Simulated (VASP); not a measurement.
**W: band structure with LDA**

The system is W.

```xyz
1
Lattice="-1.5704 1.5704 1.5704 1.5704 -1.5704 1.5704 1.5704 1.5704 -1.5704" Properties=species:S:1:pos:R:3 pbc="T T T"
W     0.0000    0.0000    0.0000
```

| Item | Value |
| --- | --- |
| Program | VASP 6.6.1 |
| Task | band structure |
| Functional | LDA |
| Potentials or basis | VASP PAW LDA potentials, release 64 (W_sv) |
| Cutoff | 520 eV |
| k mesh | 16 × 16 × 16 |
| Occupations | methfessel-paxton, width 0.1 eV |
| Spin | no spin polarisation |
| Further INCAR settings | ALGO = Fast; EDIFF = 1e-06; NBANDS = 13 |

```yaml
Pressure: -0.1 GPa
Band_gap_along_the_path: none (metal or under the smearing width)
```

Levels at the corners of the path, in eV from the Fermi level:
| point | band 5 | band 6 | band 7 | band 8 | band 9 | band 10 |
| --- | --- | --- | --- | --- | --- | --- |
| Γ | -9.70 | -1.33 | -1.33 | -1.33 | 2.21 | 2.21 |
| H | -6.07 | -6.07 | 5.28 | 5.28 | 5.28 | 8.51 |
| H | -6.07 | -6.07 | 5.28 | 5.28 | 5.28 | 8.51 |
| N | -6.44 | -3.73 | 0.89 | 2.13 | 3.12 | 6.31 |
| N | -6.44 | -3.73 | 0.89 | 2.13 | 3.12 | 6.31 |
| Γ | -9.70 | -1.33 | -1.33 | -1.33 | 2.21 | 2.21 |
| Γ | -9.70 | -1.33 | -1.33 | -1.33 | 2.21 | 2.21 |
| P | -3.01 | -3.01 | -3.01 | 3.29 | 3.29 | 6.82 |
| P | -3.01 | -3.01 | -3.01 | 3.29 | 3.29 | 6.82 |
| H | -6.07 | -6.07 | 5.28 | 5.28 | 5.28 | 8.51 |
| P | -3.01 | -3.01 | -3.01 | 3.29 | 3.29 | 6.82 |
| N | -6.44 | -3.73 | 0.89 | 2.13 | 3.12 | 6.31 |

Core levels (eV, on the scale of the bands):
```csv
atom,levels
1 W,"1s -68974.2, 2s -11903.7, 2p -10424.2, 3s -2729.6, 3p -2290.5, 3d -1783.6, 4s -548.8, 4p -404.4, 4d -220.9, 4f -16.8"
```

Run time: 14 s on 1 thread of Intel(R) Xeon(R) 6975P-C (Granite Rapids), on a shared host, peak memory 0.15 GiB.

Caveat: spin-orbit coupling is left out, which moves the levels of the heavy elements.
